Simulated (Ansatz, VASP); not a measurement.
**Nb2Te2S in VASP and in Ansatz**

The input INCAR:

```
SYSTEM = Nb2Te2S
PREC = Accurate
ENCUT = 520
EDIFF = 1E-6
ISMEAR = 0
SIGMA = 0.1
LREAL = .FALSE.
LASPH = .TRUE.
NELM = 80
ALGO = Normal
ISIF = 2
LWAVE = .FALSE.
LCHARG = .FALSE.
GGA = PE
NBANDS = 30
```

File KPOINTS:

```
Automatic mesh
0
G
  6 6 6
  0 0 0
```

File POSCAR:

```
Nb2Te2S
1.0
   -2.3629263500      2.3629263500      5.4284341400
    2.3629263500     -2.3629263500      5.4284341400
    2.3629263500      2.3629263500     -5.4284341400
Nb Te S
2 2 1
Direct
    0.6295807400      0.6295807400      0.0000000000
    0.3704192600      0.3704192600      0.0000000000
    0.7500000000      0.2500000000      0.5000000000
    0.2500000000      0.7500000000      0.5000000000
    0.0000000000      0.0000000000      0.0000000000
```

Input for Ansatz:

```yaml
crystal:
  lattice:
    - [-2.36292635, 2.36292635, 5.42843414]
    - [2.36292635, -2.36292635, 5.42843414]
    - [2.36292635, 2.36292635, -5.42843414]
  atoms:
    - { symbol: Nb, position: [0.62958074, 0.62958074, 0.0] }
    - { symbol: Nb, position: [0.37041926, 0.37041926, 0.0] }
    - { symbol: Te, position: [0.75, 0.25, 0.5] }
    - { symbol: Te, position: [0.25, 0.75, 0.5] }
    - { symbol: S, position: [0.0, 0.0, 0.0] }
basis:
  ecutwfc: 420
kpoints:
  mp_grid: { grid: [6, 6, 6] }
hamiltonian:
  xc: pbe
scf:
  occupations: { method: gaussian, width: 0.1 }
  lower_state_search: "off"
output:
  forces: true
  stress: true
  eigenvalues: true
```

Change from the starting cell: species swapped into the DySi2Os2 type (I4/mmm, No. 139).

Alike in both runs: task single point; functional PBE; k mesh 6 × 6 × 6; occupations gaussian, width 0.1 eV; no spin polarisation.

|  | VASP | Ansatz |
| --- | --- | --- |
| version | VASP 6.6.1 | Ansatz 0.2.0 |
| potentials or method | VASP PAW PBE potentials, release 64 (Nb_sv, Te, S) | scalar-relativistic, plane waves, PAW |
| plane-wave cutoff (eV) | 520 | 420 |
| valence electrons in the cell | 44 | 64 |

|  | VASP | Ansatz | Ansatz less VASP |
| --- | --- | --- | --- |
| gap on the k mesh at the Fermi level (eV) | none | none | - |
| pressure (GPa) | 5.4 | 5.6 | +0.17 |
| largest component of the traceless stress (GPa) | 3.58 | 3.60 | +0.023 |
| rms of the force components (eV/Å) | 1.211 | 1.219 | +0.0074 |

Atom by atom the forces differ by 0.007 eV/Å (rms over components). A gap of «none» marks a metal or a gap that the smearing closes. The functional is the same, so the differences come from potentials, cutoffs and numerics. The two sets of potentials don't hold the same shells in valence.

Caveats: forces of over 1 eV/Å show positions far from the minimum, so gaps and moduli don't describe the material at rest. Spin-orbit coupling is left out, which matters for the levels of Te.
